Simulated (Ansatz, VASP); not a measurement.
# Al3GaN4 (Al3GaN4 (Pm)) in two plane-wave programs, part 2 of 3

Aim: how closely do two programs agree when they are given the same cell, functional and k mesh? Of the first pair: The cell is taken from a series of runs on this material, whose earlier steps may have relaxed, scaled, displaced or heated it; both programs get it as it stands.

VASP 6.6.1 and Ansatz 0.2.0.

So far: The structure; Ansatz: single point, PBEsol, pair 1.

## Step 3: VASP: single point, PBEsol, pair 1

Level of this step: PBEsol; plane waves and PAW (Al, Ga_d, N) (VASP).

The same cell, functional, mesh and smearing now go to VASP, with its own data sets.

Lines of VASP's logs that name or quote its potential files are left out, and so is its time.

Input file INCAR:

```
SYSTEM = Al3GaN4
PREC = Accurate
ENCUT = 520
EDIFF = 1E-06
NELM = 120
ISMEAR = -1
SIGMA = 0.01
LREAL = Auto
ALGO = Normal
GGA = PS
NBANDS = 160
LORBIT = 11
LWAVE = .FALSE.
LCHARG = .FALSE.
ISIF = 2
ISYM = 2
LASPH = .TRUE.
GGA_COMPAT = .FALSE.
EFERMI = MIDGAP
KPAR = 4
```

Input file POSCAR:

```
Al3GaN4
1.0
    5.0434601800      0.0000000000      0.0001263900
    0.0000000000      9.3901567800      0.0000000000
   -0.0064481600      0.0000000000     10.8360190400
Al Ga N
18 6 24
Direct
    0.5002285700      0.1666666667      0.0836654650
    0.0009195100      0.1666666667      0.4174026200
    0.0010872700      0.0000000000      0.1658460750
    0.5002285700      0.1666666667      0.5836654650
    0.0009195100      0.1666666667      0.9174026200
    0.0010872700      0.0000000000      0.6658460750
    0.5002285700      0.5000000000      0.0836654650
    0.0009195100      0.5000000000      0.4174026200
    0.0010872700      0.3333333333      0.1658460750
    0.5002285700      0.5000000000      0.5836654650
    0.0009195100      0.5000000000      0.9174026200
    0.0010872700      0.3333333333      0.6658460750
    0.5002285700      0.8333333333      0.0836654650
    0.0009195100      0.8333333333      0.4174026200
    0.0010872700      0.6666666667      0.1658460750
    0.5002285700      0.8333333333      0.5836654650
    0.0009195100      0.8333333333      0.9174026200
    0.0010872700      0.6666666667      0.6658460750
    0.4994195100      0.0000000000      0.3331010100
    0.4994195100      0.0000000000      0.8331010100
    0.4994195100      0.3333333333      0.3331010100
    0.4994195100      0.3333333333      0.8331010100
    0.4994195100      0.6666666667      0.3331010100
    0.4994195100      0.6666666667      0.8331010100
    0.1111745700      0.0000000000      0.3331633100
    0.1224553500      0.1666666667      0.0835775250
    0.6251239000      0.1666666667      0.4200967800
    0.6231903300      0.0000000000      0.1631477200
    0.1111745700      0.0000000000      0.8331633100
    0.1224553500      0.1666666667      0.5835775250
    0.6251239000      0.1666666667      0.9200967800
    0.6231903300      0.0000000000      0.6631477200
    0.1111745700      0.3333333333      0.3331633100
    0.1224553500      0.5000000000      0.0835775250
    0.6251239000      0.5000000000      0.4200967800
    0.6231903300      0.3333333333      0.1631477200
    0.1111745700      0.3333333333      0.8331633100
    0.1224553500      0.5000000000      0.5835775250
    0.6251239000      0.5000000000      0.9200967800
    0.6231903300      0.3333333333      0.6631477200
    0.1111745700      0.6666666667      0.3331633100
    0.1224553500      0.8333333333      0.0835775250
    0.6251239000      0.8333333333      0.4200967800
    0.6231903300      0.6666666667      0.1631477200
    0.1111745700      0.6666666667      0.8331633100
    0.1224553500      0.8333333333      0.5835775250
    0.6251239000      0.8333333333      0.9200967800
    0.6231903300      0.6666666667      0.6631477200
```

Input file KPOINTS:

```
Points of the shifted mesh
16
Reciprocal
 0.1250000000  0.2500000000  0.2500000000 1
 0.1250000000  0.2500000000  0.7500000000 1
 0.1250000000  0.7500000000  0.2500000000 1
 0.1250000000  0.7500000000  0.7500000000 1
 0.3750000000  0.2500000000  0.2500000000 1
 0.3750000000  0.2500000000  0.7500000000 1
 0.3750000000  0.7500000000  0.2500000000 1
 0.3750000000  0.7500000000  0.7500000000 1
 0.6250000000  0.2500000000  0.2500000000 1
 0.6250000000  0.2500000000  0.7500000000 1
 0.6250000000  0.7500000000  0.2500000000 1
 0.6250000000  0.7500000000  0.7500000000 1
 0.8750000000  0.2500000000  0.2500000000 1
 0.8750000000  0.2500000000  0.7500000000 1
 0.8750000000  0.7500000000  0.2500000000 1
 0.8750000000  0.7500000000  0.7500000000 1
```

Potentials, in the order of the species: Al, Ga_d and N (PBE family, release 64).

Run with:

```
$ mpirun -np 8 vasp_std
```

Numbers of over 12 decimals in the logs are rounded to 6 here.

Log:

```text
[banner, memory and clock lines left out]
running    8 mpi-ranks, on    1 nodes
[...]
|                                                                             |
|           W    W    AA    RRRRR   N    N  II  N    N   GGGG   !!!           |
|           W    W   A  A   R    R  NN   N  II  NN   N  G    G  !!!           |
|           W    W  A    A  R    R  N N  N  II  N N  N  G       !!!           |
|           W WW W  AAAAAA  RRRRR   N  N N  II  N  N N  G  GGG   !            |
|           WW  WW  A    A  R   R   N   NN  II  N   NN  G    G                |
|           W    W  A    A  R    R  N    N  II  N    N   GGGG   !!!           |
|                                                                             |
|     For optimal performance we recommend to set                             |
|       NCORE = 2 up to number-of-cores-per-socket                            |
|     NCORE specifies how many cores store one orbital (NPAR=cpu/NCORE).      |
|     This setting can greatly improve the performance of VASP for DFT.       |
[...]
|                                                                             |
|     You enforced a specific xc type in the INCAR file but a different       |
|     [... a line on the potential file left out ...]
|     I HOPE YOU KNOW WHAT YOU ARE DOING!                                     |
|                                                                             |

 LDA part: xc-table for (Slater+PW92), standard interpolation
 POSCAR, INCAR and KPOINTS ok, starting setup
[...]
entering main loop
       N       E                     dE             d eps       ncg     rms          rms(c)
DAV:   1     0.333225309099E+04    0.33323E+04   -0.96524E+04  5440   0.199E+03
DAV:   2     0.508426308343E+03   -0.28238E+04   -0.26171E+04  5512   0.607E+02
DAV:   3    -0.318380050358E+03   -0.82681E+03   -0.77505E+03  6640   0.235E+02
DAV:   4    -0.406625460601E+03   -0.88245E+02   -0.86984E+02  6824   0.839E+01
[...]
DAV:  15    -0.360417957073E+03    0.12634E-05   -0.35837E-05  6752   0.184E-02    0.778E-03
DAV:  16    -0.360417956759E+03    0.31376E-06   -0.13603E-05  7440   0.134E-02    0.496E-03
DAV:  17    -0.360417956616E+03    0.14280E-06   -0.20812E-06  3624   0.561E-03
   1 F= -.36041796E+03 E0= -.36041796E+03  d E =0.000000E+00
```

Parts of OUTCAR (step 3):

```text
  Total       -0.0060679     -0.2033982     -0.1205645      0.0000000      0.0000000     -0.0444019
  in kB       -0.0189442     -0.6350186     -0.3764078      0.0000000      0.0000000     -0.1386249
  external PRESSURE =      -0.3434569 kB  Pullay stress =       0.0000000 kB

 POSITION                                       TOTAL-FORCE (eV/Angst)
 -----------------------------------------------------------------------------------
      2.52234      1.56503      0.90666         0.004939      0.000000      0.003033
      0.00195      1.56503      4.52298         0.001176     -0.000000      0.002534
      0.00441      0.00000      1.79711        -0.000512      0.000000     -0.000594
      2.51912      1.56503      6.32467         0.004939      0.000000      0.003033
     -0.00128      1.56503      9.94099         0.001176     -0.000000      0.002534
      0.00119      0.00000      7.21512        -0.000512      0.000000     -0.000594
      2.52234      4.69508      0.90666         0.004939      0.000000      0.003033
      0.00195      4.69508      4.52298         0.001176      0.000000      0.002534
      0.00441      3.13005      1.79711        -0.000512      0.000000     -0.000594
      2.51912      4.69508      6.32467         0.004939      0.000000      0.003033
     -0.00128      4.69508      9.94099         0.001176      0.000000      0.002534
      0.00119      3.13005      7.21512        -0.000512      0.000000     -0.000594
      2.52234      7.82513      0.90666         0.004939      0.000000      0.003033
      0.00195      7.82513      4.52298         0.001176      0.000000      0.002534
[...]
-----------------------------------------------------------------------------------
    total drift:                               -0.001710      0.000000     -0.009075

  FREE ENERGIE OF THE ION-ELECTRON SYSTEM (eV)
  ---------------------------------------------------
  free  energy   TOTEN  =      -360.4179566165 eV

  energy  without entropy=     -360.4179566165  energy(sigma->0) =     -360.41795662

[... 1 further part left out ...]
```

The run ends at a pressure of -0.03 GPa, with forces up to 0.016 eV/Å.

## Step 4: Side by side

Known differences besides the potentials themselves: the cutoff is 420 eV in Ansatz and 520 eV in VASP (PREC = Accurate, projectors in real space); Ansatz makes its cores anew for this functional, VASP keeps those of its PBE data sets. Total energies have different zeros and are not compared.

Compared:

```csv
quantity,Ansatz,VASP,difference
gap on the k mesh (eV),4.386,4.400,-0.014
```

At this near-relaxed geometry the largest component of a force difference is 12 meV/Å. A gap on the mesh is an upper bound, since the band edges may lie between its points.

## Step 5: Ansatz: relaxation, PBEsol

The two programs are compared at the cell with which this relaxation starts, whose forces are those of its first step. This pair takes another cell of the material, with 95 atoms against 48 for the pair before.

The structure compared here is the start of the Ansatz relaxation; VASP solves that cell, so the two are compared at the walk's first step.

Input file input.yaml:

```yaml
crystal:
  lattice:
    - [5.04346018, 0.0, 0.00012639]
    - [0.0, 3.13005226, 0.0]
    - [-0.00322408, 0.0, 5.41800952]
  atoms:
    - { symbol: Al, position: [0.50022857, 0.5, 0.16733093] }
    - { symbol: Al, position: [0.00091951, 0.5, 0.83480524] }
    - { symbol: Al, position: [0.00108727, 0.0, 0.33169215] }
    - { symbol: Ga, position: [0.49941951, 0.0, 0.66620202] }
    - { symbol: "N", position: [0.11117457, 0.0, 0.66632662] }
    - { symbol: "N", position: [0.12245535, 0.5, 0.16715505] }
    - { symbol: "N", position: [0.6251239, 0.5, 0.84019356] }
    - { symbol: "N", position: [0.62319033, 0.0, 0.32629544] }
  supercell: [2, 3, 2]
  defects: [{ vacancy: 22 }]
total_charge: 1
basis:
  ecutwfc: 420
  xc_grid: 2
hamiltonian:
  xc: pbesol
kpoints:
  mp_grid: { grid: [1, 1, 1], shift: [0.25, 0.25, 0.25] }
scf:
  occupations: { method: fixed }
  max_iter: 60
output:
  forces: true
  charged_corrections: { epsilon: [4.99, 4.79, 4.8], static_epsilon: [9.98, 8.63, 8.67] }
relax:
  f_tol: 0.02
  max_steps: 80
  random_displacement: { amplitude: 0.05, seed: 1141 }
checkpoint:
  write: "../qp1.relax.run"
  compress: false
  write_wavefunctions: true
  write_every: 100000
```

Run with:

```
$ ansatz run input.yaml --threads 4 --pin off --max-ram 7536MiB --backend cpu --events-out ev --progress --plain --runs-dir out
```

Log:

```text
[...]
Crystal: 95 atoms, lattice volume = 1026.364 Å³
Basis set: ecut = 420 eV, 20007 PW (Γ), exchange–correlation on 144×128×150 points (8 copies of the dense FFT grid, shifted against one another)
Bands: 344, of which v1, the nominal top of the filled ones, is band 249 counted from 1 (248 counted from 0)
Symmetry: 1 space group operations
k-points: 1
[...]
SCF iter   1: F=—  HF=-81713.598198 eV  |F-HF|=—  |Δ(HF+E_count)|=         —  Δρ=9.60e-3  dr2=1.44e0  ethr=1.77e-3  ⟨swp⟩=5.0  Hψ=1147  notcnv=0  defer=92
[...]
- { symbol: Al, position: [0.500488, 0.666368, 0.164283] }
    - { symbol: Ga, position: [0.751274, 0.667790, 0.331955] }
[...]
- { symbol: Al, position: [0.749999, 0.833430, 0.583318] }
    - { symbol: Al, position: [0.500604, 0.833226, 0.917045] }
    - { symbol: Al, position: [0.500462, 0.667615, 0.665614] }
    - { symbol: Ga, position: [0.749404, 0.666616, 0.833119] }
    - { symbol: N, position: [0.555164, 0.666438, 0.832295] }
    - { symbol: N, position: [0.560945, 0.833101, 0.582872] }
    - { symbol: N, position: [0.812468, 0.833110, 0.919707] }
    - { symbol: N, position: [0.810802, 0.666294, 0.662705] }
```

## Step 6: VASP: single point, PBEsol, start cell, pair 2

The same cell, functional and mesh now go to VASP, with its own data sets.

Input file INCAR:

```
SYSTEM = Al36Ga12N47
PREC = Accurate
ENCUT = 520
EDIFF = 1E-06
NELM = 120
ISMEAR = 0
SIGMA = 0.01
LREAL = Auto
ALGO = Normal
GGA = PS
NELECT = 498
NBANDS = 320
LORBIT = 11
LWAVE = .FALSE.
LCHARG = .FALSE.
ISIF = 2
ISYM = 0
LASPH = .TRUE.
GGA_COMPAT = .FALSE.
EFERMI = MIDGAP
NCORE = 2
```

Input file POSCAR:

```
Al36Ga12N47
1.0
   10.0869203595      0.0000000000      0.0002527838
    0.0000000000      9.3901567821      0.0000000000
   -0.0064481587      0.0000000000     10.8360190400
Al Ga N
36 12 47
Direct
    0.2548404189      0.1671837901      0.0823506841
    0.9988900415      0.1619130580      0.4159229754
[... 1 atom line left out ...]
    0.2524705232      0.1620521398      0.5829665079
[... 2 atom lines left out ...]
    0.2528149840      0.5043289596      0.0846147547
    0.0017399520      0.4973768925      0.4135687233
    0.0022580366      0.3377330191      0.1678984157
    0.2457376036      0.5024943789      0.5835212044
[... 1 atom line left out ...]
    0.0007986678      0.3386452510      0.6656316099
    0.2548226192      0.8322287030      0.0847475979
    0.9996628807      0.8325391345      0.4219041207
    0.9961186691      0.6660358442      0.1678501094
    0.2504706997      0.8381444722      0.5817165568
[... 1 atom line left out ...]
    0.0016906343      0.6647131826      0.6700042281
[... 1 atom line left out ...]
    0.5001887860      0.1617257342      0.4191039665
[... 5 atom lines left out ...]
    0.5007607000      0.4956646740      0.4147385123
    0.4986177796      0.3297226097      0.1629663026
    0.7512842451      0.5036976602      0.5805296266
[... 1 atom line left out ...]
    0.4980579802      0.3330978462      0.6698317041
[... 1 atom line left out ...]
    0.4985471420      0.8377377697      0.4155165249
    0.4986216938      0.6658900533      0.1616453376
[... 2 atom lines left out ...]
    0.4997085612      0.6718378773      0.6650672775
    0.2510059910      0.0023803649      0.3291545111
[... 1 atom line left out ...]
    0.2502605937      0.3370967145      0.3363250586
    0.2464646536      0.3317273686      0.8299008764
    0.2478898988      0.6706045646      0.3357032065
    0.2535744155      0.6674955643      0.8303043643
[... 2 atom lines left out ...]
    0.7491604508      0.3323765590      0.3285904732
[... 1 atom line left out ...]
    0.7526559763      0.6705574940      0.3346522120
[... 3 atom lines left out ...]
    0.3138612539      0.1624760944      0.4226744752
[... 2 atom lines left out ...]
    0.0620628916      0.1654724235      0.5791489742
[... 2 atom lines left out ...]
    0.0589175499      0.3319637864      0.3299599321
    0.0621441740      0.5051364008      0.0827110295
    0.3148369975      0.3327780433      0.1596920795
[... 1 atom line left out ...]
    0.0581062196      0.5040970145      0.5830827067
[... 1 atom line left out ...]
    0.3073163032      0.3334428884      0.6654729277
    0.0548076044      0.6664050607      0.3286117468
[... 1 atom line left out ...]
    0.3147184799      0.8285579443      0.4204676484
    0.3127000067      0.6707287371      0.1659487629
[... 1 atom line left out ...]
    0.0569900529      0.8312081663      0.5820459129
[... 1 atom line left out ...]
    0.3100001560      0.6629760444      0.6601706411
[... 5 atom lines left out ...]
    0.5621776307      0.1634500931      0.5800087530
[... 2 atom lines left out ...]
    0.5546096198      0.3374716816      0.3359200266
    0.5635876848      0.5000568264      0.0876362002
[... 3 atom lines left out ...]
    0.5603172606      0.4971177914      0.5797909119
[... 2 atom lines left out ...]
    0.5521761136      0.6673921581      0.3364498904
[... 4 atom lines left out ...]
    0.5582520504      0.8291083078      0.5840385532
[... 1 atom line left out ...]
    0.8082080402      0.6628179001      0.6636212682
```

Input file KPOINTS:

```
Points of the shifted mesh
1
Reciprocal
 0.2500000000  0.2500000000  0.2500000000 1
```

Run with:

```
$ mpirun -np 8 vasp_std
```

Log:

```text
[banner, memory and clock lines left out]
running    8 mpi-ranks, on    1 nodes
[...]
[... a notice as in an earlier step ...]

 LDA part: xc-table for (Slater+PW92), standard interpolation
 POSCAR, INCAR and KPOINTS ok, starting setup
[...]
entering main loop
       N       E                     dE             d eps       ncg     rms          rms(c)
DAV:   1     0.702046362223E+04    0.70205E+04   -0.18039E+05   640   0.196E+03
DAV:   2     0.131950518928E+04   -0.57010E+04   -0.53105E+04   656   0.575E+02
DAV:   3    -0.582593010633E+03   -0.19021E+04   -0.17522E+04   912   0.245E+02
DAV:   4    -0.804975277091E+03   -0.22238E+03   -0.21914E+03   904   0.905E+01
DAV:   5    -0.816536535182E+03   -0.11561E+02   -0.11482E+02   968   0.237E+01BRMIX: very serious problems
 the old and the new charge density differ
 old charge density:   499.00000 new  498.00000
    0.551E+01
DAV:   6    -0.713045123332E+03    0.10349E+03   -0.36553E+02  1168   0.605E+01    0.189E+01
DAV:   7    -0.714452048388E+03   -0.14069E+01   -0.40040E+01   752   0.137E+01    0.131E+01
DAV:   8    -0.713849592796E+03    0.60246E+00   -0.62422E+00  1064   0.145E+01    0.272E+00
DAV:   9    -0.713643666766E+03    0.20593E+00   -0.12709E+00  1088   0.960E+00    0.115E+00
[...]
DAV:  17    -0.713671899506E+03   -0.55251E-05   -0.11062E-04  1000   0.332E-02    0.960E-03
DAV:  18    -0.713671900358E+03   -0.85201E-06   -0.14120E-05   616   0.148E-02    0.776E-03
DAV:  19    -0.713671900103E+03    0.25446E-06   -0.28134E-06   496   0.188E-02
   1 F= -.71367190E+03 E0= -.71367190E+03  d E =0.000000E+00
```

From OUTCAR (step 6):

```text
  FREE ENERGIE OF THE ION-ELECTRON SYSTEM (eV)
  ---------------------------------------------------
  free  energy   TOTEN  =      -713.6719001033 eV

  energy  without entropy=     -713.6719001033  energy(sigma->0) =     -713.67190010
```

The run ends at a pressure of -1.33 GPa, with forces up to 1.9 eV/Å.

## Step 7: Comparison

What differs besides the data sets and the points named for the pairs above, as far as they apply: fixed occupations in Ansatz, narrow Gaussian smearing in VASP. Total energies have different zeros and are not compared.

Forces on 9 of the 95 atoms, those with the largest forces and the largest differences (eV/Å; atoms numbered as in POSCAR):

| atom | Ansatz x, y, z | VASP x, y, z |
| --- | --- | --- |
| Al15 | 0.897, 0.623, -1.475 | 0.900, 0.627, -1.480 |
| Al25 | 1.640, 0.284, 0.249 | 1.652, 0.285, 0.254 |
| Al27 | 0.562, 1.048, 1.216 | 0.566, 1.057, 1.226 |
| Al28 | -0.549, -1.270, 1.019 | -0.554, -1.283, 1.026 |
| Ga38 | -0.010, -0.358, 1.653 | -0.003, -0.354, 1.644 |
| N78 | 0.928, 0.409, -0.546 | 0.924, 0.401, -0.576 |
| N80 | -0.411, -1.465, -1.028 | -0.407, -1.489, -1.042 |
| N82 | 0.621, -0.634, -1.584 | 0.617, -0.628, -1.603 |
| N90 | -0.235, -0.212, 0.938 | -0.261, -0.211, 0.917 |

The forces differ by 8.6 meV/Å r.m.s., which is 1.2 % of the r.m.s. force of 0.715 eV/Å (both taken over all components). The cell carries a charge of +1 e against a uniform background, so its pressure also hangs on how the neutralising background is counted, and in a defect's cell a gap may be the spacing between its levels.

## Step 8: Ansatz: relaxation, PBEsol

The two programs are compared at the cell with which this relaxation starts, whose forces are those of its first step.

The structure compared here is the start of the Ansatz relaxation; VASP solves that cell, so the two are compared at the walk's first step.

input.yaml, as its differences from that of step 5:

```diff
@@ -16,3 +16,3 @@
   defects: [{ vacancy: 22 }]
-total_charge: 1
+total_charge: 3
 basis:
@@ -33,5 +33,5 @@
   max_steps: 80
-  random_displacement: { amplitude: 0.05, seed: 1141 }
+  random_displacement: { amplitude: 0.05, seed: 1143 }
 checkpoint:
-  write: "../qp1.relax.run"
+  write: "../qp3.relax.run"
   compress: false
```

Run with:

```
$ ansatz run input.yaml --threads 4 --pin off --max-ram 7536MiB --backend cpu --events-out ev --progress --plain --runs-dir out
```

Log:

```text
[...]
Crystal: 95 atoms, lattice volume = 1026.364 Å³
Basis set: ecut = 420 eV, 20007 PW (Γ), exchange–correlation on 144×128×150 points (8 copies of the dense FFT grid, shifted against one another)
Bands: 343, of which v1, the nominal top of the filled ones, is band 248 counted from 1 (247 counted from 0)
Symmetry: 1 space group operations
k-points: 1
[...]
SCF iter   1: F=—  HF=-81730.384937 eV  |F-HF|=—  |Δ(HF+E_count)|=         —  Δρ=1.67e-2  dr2=8.90e0  ethr=1.77e-3  ⟨swp⟩=5.0  Hψ=1066  notcnv=0  defer=92
[...]
- { symbol: Al, position: [0.502162, 0.666914, 0.164592] }
    - { symbol: Ga, position: [0.754099, 0.674307, 0.328926] }
[...]
- { symbol: Al, position: [0.748573, 0.834388, 0.584898] }
    - { symbol: Al, position: [0.502079, 0.834185, 0.916925] }
    - { symbol: Al, position: [0.501643, 0.667792, 0.666657] }
    - { symbol: Ga, position: [0.748622, 0.667564, 0.834996] }
    - { symbol: N, position: [0.554979, 0.666806, 0.833203] }
    - { symbol: N, position: [0.559989, 0.833163, 0.583551] }
    - { symbol: N, position: [0.812643, 0.833941, 0.920059] }
    - { symbol: N, position: [0.810904, 0.668404, 0.664593] }
```

(Continued in part 3 of 3.)

[Lines on the potential files, build, host, timing and source positions are cut from VASP's logs without a mark.]

[Logs are printed without paths, hosts, clocks, repeated set-up lines and the standing remarks that a program may print on its own settings, such as how far it seeks lower states.]

[Hosts, paths, dates, database ids (printed as entryN), source tags and the programs' standing remarks are cut or masked in the printed files.]
